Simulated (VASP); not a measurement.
Consider the following.

```xyz
8
Lattice="5.1279 0.0000 0.0000 0.0000 3.3307 0.0000 0.0000 0.0000 5.5261" Properties=species:S:1:pos:R:3 pbc="T T T"
Ni     0.0484     0.8327     1.0350
Ni     2.5155     2.4980     3.7981
Ni     2.6124     0.8327     1.7281
Ni     5.0795     2.4980     4.4911
Si     1.6429     2.4980     0.4711
Si     0.9211     0.8327     3.2341
Si     4.2068     2.4980     2.2920
Si     3.4850     0.8327     5.0551
```

Computed with PBEsol GGA, VASP's PBE PAW potentials (set 64) (plane waves; VASP). Settings: 400 eV cut-off, 7×10×6 Γ-centred mesh, tetrahedra with Blöchl corrections, potentials Ni Si.

Q: Predict the energy per atom (σ→0), band gap (on the k-mesh) with the smallest direct gap where there is one.

A: 
The band gap (on the k-mesh) comes out as none (metal, semimetal or under 0.01 eV) and the energy per atom (σ→0) is -6.534 eV/atom.

Total energies compare only between runs with the same potentials, cut-off and functional.

The structure comes from a measured SiNi entry (Pnma) of the Crystallography Open Database, whose conditions weren't checked. It was relaxed first. The run is not spin-polarised, so no magnetic state was tried.
